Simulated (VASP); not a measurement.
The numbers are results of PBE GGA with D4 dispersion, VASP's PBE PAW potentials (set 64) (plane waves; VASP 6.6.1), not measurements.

A VASP calculation is set up with these files.

### POSCAR
```
CdS
1
    0.0000000000     2.9319911538     2.9319911538
    2.9319911538     0.0000000000     2.9319911538
    2.9319911538     2.9319911538     0.0000000000
Cd S
1 1
Direct
  0.0000000000   0.0000000000   0.0000000000
  0.2500000000   0.2500000000   0.2500000000
```

INCAR:
```
SYSTEM = CdS
PREC = Accurate
ENCUT = 520
EDIFF = 1E-7
NELM = 100
ALGO = Normal
LREAL = .FALSE.
LASPH = .TRUE.
ISMEAR = 0
SIGMA = 0.05
GGA = PE
IVDW = 13
LMAXMIX = 4
LWAVE = .FALSE.
LCHARG = .FALSE.
LORBIT = 11
ICHARG = 11
```

**KPOINTS**
```
k-points along high-symmetry lines
15
Line-mode
Reciprocal
  0.000000   0.000000   0.000000 ! GAMMA
 -0.500000  -0.500000   0.000000 ! X

 -0.500000  -0.500000   0.000000 ! X
 -0.375000  -0.375000   0.250000 ! U

 -0.375000  -0.000000   0.375000 ! K
  0.000000   0.000000   0.000000 ! GAMMA

  0.000000   0.000000   0.000000 ! GAMMA
  0.000000   0.000000   0.500000 ! L

  0.000000   0.000000   0.500000 ! L
 -0.500000  -0.250000   0.250000 ! W

 -0.500000  -0.250000   0.250000 ! W
 -0.500000  -0.500000   0.000000 ! X
```

POTCAR, in this order: Cd S (PBE.64 set). Program: vasp_std. Read from the step before: CHGCAR.

The resulting files:

File OSZICAR:
```
       N       E                     dE             d eps       ncg     rms          rms(c)
DAV:   1     0.108998679046E+03    0.10900E+03   -0.93067E+03  2388   0.126E+03
DAV:   2    -0.820543202821E+00   -0.10982E+03   -0.10517E+03  2685   0.298E+02
DAV:   3    -0.534152807785E+01   -0.45210E+01   -0.44776E+01  2810   0.623E+01
DAV:   4    -0.537339133239E+01   -0.31863E-01   -0.31853E-01  2625   0.512E+00
DAV:   5    -0.537383654641E+01   -0.44521E-03   -0.44521E-03  2765   0.586E-01
DAV:   6    -0.537384603420E+01   -0.94878E-05   -0.94878E-05  2735   0.795E-02
DAV:   7    -0.537384628491E+01   -0.25071E-06   -0.25069E-06  2770   0.117E-02
DAV:   8    -0.537384629191E+01   -0.69986E-08   -0.70046E-08  2159   0.188E-03
   1 F= -.59905834E+01 E0= -.59905834E+01  d E =-.322870E-11
```

### OUTCAR
```
 val. band max:        1.1789358108   @ k =   0.0000   0.0000   0.0000

 cond. band min:       2.2938431301   @ k =   0.0000   0.0000   0.0000



 k-point     1 :       0.0000    0.0000    0.0000
  band No.  band energies     occupation
      1     -11.0944      2.00000
      2      -6.4924      2.00000
      3      -6.4924      2.00000
      4      -6.4924      2.00000
      5      -6.0339      2.00000
      6      -6.0339      2.00000
      7       1.1789      2.00000
      8       1.1789      2.00000
      9       1.1789      2.00000
     10       2.2938      0.00000
     11       7.7287      0.00000
     12       7.7287      0.00000
     13       7.7287      0.00000

 k-point     2 :      -0.0357   -0.0357    0.0000
  band No.  band energies     occupation
      1     -11.0876      2.00000
      2      -6.4890      2.00000
      3      -6.4888      2.00000
      4      -6.4888      2.00000
      5      -6.0354      2.00000
      6      -6.0329      2.00000
      7       1.0292      2.00000
      8       1.1507      2.00000
      9       1.1507      2.00000
     10       2.4544      0.00000
     11       7.6597      0.00000
     12       7.7670      0.00000
     13       7.7670      0.00000

 k-point     3 :      -0.0714   -0.0714    0.0000
  band No.  band energies     occupation
      1     -11.0675      2.00000
      2      -6.4786      2.00000
      3      -6.4783      2.00000
      4      -6.4783      2.00000
      5      -6.0394      2.00000
      6      -6.0299      2.00000
      7       0.7113      2.00000
      8       1.0689      2.00000
      9       1.0689      2.00000
     10       2.8033      0.00000
     11       7.4712      0.00000
     12       7.8795      0.00000
     13       7.8795      0.00000

 k-point     4 :      -0.1071   -0.1071    0.0000
  band No.  band energies     occupation
      1     -11.0350      2.00000
      2      -6.4610      2.00000
      3      -6.4610      2.00000
      4      -6.4608      2.00000
...
```

The density is held fixed in this step, so its total energy and stress have no physical meaning.

The compound is CdS in the zinc blende structure, a metastable form; wurtzite is the usual one. It was relaxed first.
